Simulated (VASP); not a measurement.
Consider the following.

```yaml
crystal:
  lattice:
    - [3.96873, 0.00000, 0.00000]
    - [0.00000, 3.98734, 0.00000]
    - [0.00000, 0.00000, 5.04224]
  atoms:
    - { symbol: Pb, position: [0.50000, 0.00000, 0.76500] }
    - { symbol: Pb, position: [0.00000, 0.50000, 0.23500] }
    - { symbol: O, position: [0.50000, 0.50000, 0.00000] }
    - { symbol: O, position: [0.01020, 0.00000, 0.00000] }
```

The numbers are results of PBE GGA, VASP's PBE PAW potentials (set 64) (plane waves; VASP), not measurements. Settings: 520 eV cut-off, 5×5×4 Γ-centred mesh, Gaussian smearing of 0.010 eV, potentials Pb_d O.

Predict the energy per atom (σ→0), pressure, largest force.

```json
{
 "energy per atom (σ→0)": "-5.354 eV/atom",
 "pressure": "45.1 kbar",
 "largest_force": "0.451 eV/Å"
}
```

The compound is PbO in the litharge structure. The cell was not relaxed at this level. The run is one of a series of settings (SIGMA = 0.01 against the base run), some of them coarse on purpose.
